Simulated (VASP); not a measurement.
Consider the following.

```
BP
1.0
    0.00000     2.26055     2.26055
    2.26055     0.00000     2.26055
    2.26055     2.26055     0.00000
B P
1 1
Direct
  0.00000   0.00000   0.00000
  0.25000   0.25000   0.25000
```

Computed with PBEsol GGA, VASP's PBE PAW potentials (set 64) (plane waves; VASP). Settings: 520 eV cut-off, 18×18×18 Γ-centred mesh, Gaussian smearing of 0.010 eV, potentials B P.

Q: Predict the energy per atom (σ→0).

A: 
```json
{
  "energy per atom (σ→0)": "-6.837 eV/atom"
}
```

Only differences to runs with the same potentials and settings are physical.

The compound is BP in the zinc blende structure. It was relaxed first.
